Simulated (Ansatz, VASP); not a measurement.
# Cu: VASP beside Ansatz, part 2 of 2

Wanted: the spread between two codes on one cell, functional and k mesh. The structure shown is the end of the Ansatz relaxation below.

VASP 6.6.1 and Ansatz 0.2.0.

So far. Step 6 (VASP: single point, PBEsol, pair 2): The run ends at a pressure of 9.10 GPa.

## Step 7: Comparison

What differs besides the data sets and the points named for the pairs above, as far as they apply: the data sets hold 57 valence electrons in Ansatz (on its PAW soft_1 files) and 33 in VASP. Total energies have different zeros and are not compared.

The two programs side by side:

| quantity | Ansatz | VASP | difference |
| --- | --- | --- | --- |
| pressure (GPa) | 8.18 | 9.10 | -0.92 |

## Step 8: Ansatz: relaxation, PBEsol

This run makes the geometry at which the two programs are then compared. The cell compared in this pair holds 33.02 Å³, against 32.57 Å³ for the pair before.

The structure compared here is the end of the Ansatz relaxation.

File input.yaml:

```yaml
crystal:
  lattice:
    - [2.46877876, 0.0, 0.0]
    - [-1.23438938, 2.1380251225, 0.0]
    - [0.0, 0.0, 6.244708932]
  atoms:
    - { symbol: Cu, position: [0.0, 0.0, 0.0] }
    - { symbol: Cu, position: [0.3333333, 0.6666667, 0.3333333] }
    - { symbol: Cu, position: [0.6666667, 0.3333333, 0.6666667] }
kpoints:
  mp_grid: { grid: [20, 20, 7] }
scf:
  occupations: { method: fermi_dirac, width: 0.05 }
hamiltonian:
  xc: pbesol
  pseudopotentials: { kind: paw, azcp: { folder: soft_1 }, xc_functional: pbe }
basis:
  ecutwfc: 600
output:
  forces: true
  stress: true
relax:
  f_tol: 0.005
  max_steps: 70
  cell: { stress_tol: 0.02, p_target: 0, fix: [a, b, alpha, beta, gamma] }
```

Run with:

```sh
ansatz run input.yaml --threads 4 --pin off --max-ram 10240MiB --backend cpu --events-out ev --progress --plain --runs-dir out
```

Numbers of over 12 decimals in the logs are rounded to 6 here.

Output:

```text
[...]
Crystal: 3 atoms, lattice volume = 32.962 Å³
Basis set: ecut = 600 eV, 1081 PW (Γ), exchange–correlation on 40×40×100 points (8 copies of the dense FFT grid, shifted against one another)
Bands: 35, of which v1, the nominal top of the filled ones, is band 29 counted from 1 (28 counted from 0)
Symmetry: 36 space group operations
[...]
k-points: 275 of 2800
[...]
-0.000000      -0.000000       0.002050
  P = ⅓ Tr σ = 5.1445 GPa (51.445 kbar)
--- Relaxed structure (3 steps of the walk, 3 accepted, 1 SCFs on fresh bases) ---
[...]
cell:  # Å, volume = 33.0181 Å³
    - [2.468779, 0, 0]
    - [-1.234389, 2.138025, 0]
    - [0, 0, 6.255426]
  atoms:
    - { symbol: Cu, position: [0, 0, 0.0] }
    - { symbol: Cu, position: [0.333333, 0.666667, 0.333333] }
    - { symbol: Cu, position: [0.666667, 0.333333, 0.666667] }
[key lines of the parts left out:]
SCF converged after 10 iterations
Free energy (F): -19766.320076 eV
Fermi energy:    17.693010 eV
```

## Step 9: VASP: single point, PBEsol, pair 3

The same cell, functional, mesh and smearing now go to VASP, with its own data sets.

File INCAR:

```
SYSTEM = Cu
PREC = Accurate
ENCUT = 600
EDIFF = 1E-06
NELM = 120
ISMEAR = -1
SIGMA = 0.05
LREAL = .FALSE.
ALGO = Normal
GGA = PS
NBANDS = 22
LASPH = .TRUE.
LORBIT = 11
LWAVE = .FALSE.
LCHARG = .FALSE.
ISIF = 2
GGA_COMPAT = .FALSE.
KPAR = 2
```

File POSCAR:

```
Cu
1.0
    2.4687787600      0.0000000000      0.0000000000
   -1.2343893800      2.1380251225      0.0000000000
    0.0000000000      0.0000000000      6.2554261377
Cu
3
Direct
    0.0000000000      1.0000000000      0.0000000000
    0.3333333333      0.6666666667      0.3333333333
    0.6666666667      0.3333333333      0.6666666667
```

File KPOINTS:

```
Automatic mesh
0
Gamma
20 20 7
0 0 0
```

PAW data sets: Cu (PBE family, release 64).

Run with:

```sh
mpirun -np 2 vasp_std
```

Output:

```text
[... set-up lines as in an earlier step ...]
 entering main loop
       N       E                     dE             d eps       ncg     rms          rms(c)
DAV:   1     0.232248044156E+03    0.23225E+03   -0.16537E+04 12908   0.301E+03
DAV:   2    -0.616177851948E+00   -0.23286E+03   -0.22341E+03 12100   0.388E+02
DAV:   3    -0.159762107662E+02   -0.15360E+02   -0.14144E+02 13676   0.148E+02
DAV:   4    -0.162159724772E+02   -0.23976E+00   -0.23950E+00 14650   0.234E+01
[...]
DAV:   9    -0.128931304516E+02    0.80184E-02   -0.14057E-02 14774   0.292E+00    0.214E-02
DAV:  10    -0.128931963372E+02   -0.65886E-04   -0.56609E-04 15198   0.264E-01    0.982E-03
DAV:  11    -0.128931970702E+02   -0.73305E-06   -0.75755E-06 16994   0.354E-02
   1 F= -.12893197E+02 E0= -.12889422E+02  d E =-.755085E-02
```

Parts of OUTCAR (step 9):

```text
  Total        1.8046701      1.8046701      0.2109287      0.0000000     -0.0000000      0.0000000
  in kB       87.5702363     87.5702363     10.2351548      0.0000000     -0.0000000      0.0000000
  external PRESSURE =      61.7918758 kB  Pullay stress =       0.0000000 kB

 POSITION                                       TOTAL-FORCE (eV/Angst)
 -----------------------------------------------------------------------------------
      0.00000      0.00000      0.00000        -0.000000     -0.000000      0.000000
     -0.00000      1.42535      2.08514         0.000000     -0.000000      0.000000
      1.23439      0.71268      4.17028        -0.000000      0.000000     -0.000000
 -----------------------------------------------------------------------------------
    total drift:                               -0.000000      0.000000      0.000000

  FREE ENERGIE OF THE ION-ELECTRON SYSTEM (eV)
  ---------------------------------------------------
  free  energy   TOTEN  =       -12.8931970702 eV

  energy  without entropy=      -12.8856462195  energy(sigma->0) =      -12.88942164

[... 1 part as in an earlier step ...]

[... 2 further parts left out ...]
[key lines of the parts left out:]
E-fermi :   8.2907
```

The run ends at a pressure of 6.18 GPa.

## Step 10: Side by side

What differs besides the data sets and the points named for the pairs above, as far as they apply: the data sets hold 57 valence electrons in Ansatz (on its PAW soft_1 files) and 33 in VASP. Total energies have different zeros and are not compared.

Both answers:

| quantity | Ansatz | VASP | difference |
| --- | --- | --- | --- |
| pressure (GPa) | 5.14 | 6.18 | -1.03 |

## Step 11: What the set-up changes

Further runs change the set-up of one program: Ansatz's method, potentials or start, or VASP's data sets, cutoff or form of LDA. The table gives that difference for each run.

| run | pressure (GPa) |
| --- | --- |
| as above | -1.0 |
| VASP with the data sets Cu_sv_GW and a cutoff of 700 eV | 4.9 |

## Step 12: Results

```json
{"difference in pressure (single point, PBEsol, pair 1)": "-0.80 GPa", "difference in pressure (single point, PBEsol, pair 2)": "-0.92 GPa", "difference in pressure (single point, PBEsol, pair 3)": "-1.0 GPa"}
```

The difference in pressure is -1.0 GPa (single point, PBEsol, pair 3), at about the 1 GPa picked in this series as the mark of a large difference. The data sets hold unlike numbers of valence electrons (57 in Ansatz and 33 in VASP), so part of the differences comes from the potentials. Single point, PBEsol, pair 3, VASP with the data sets Cu_sv_GW and a cutoff of 700 eV: the difference in pressure goes from -1.0 to 4.9 GPa. 4 further runs of this series are not shown here. Such differences can come from data sets, numerical settings and the points named under the comparisons, not from the functional's error against experiment.

[Lines on the potential files, build, host, timing and source positions are cut from VASP's logs without a mark.]

[Logs are printed without paths, hosts, clocks, repeated set-up lines and the standing remarks that a program may print on its own settings, such as how far it seeks lower states.]

[Hosts, paths, dates, database ids (printed as entryN), source tags and the programs' standing remarks are cut or masked in the printed files.]
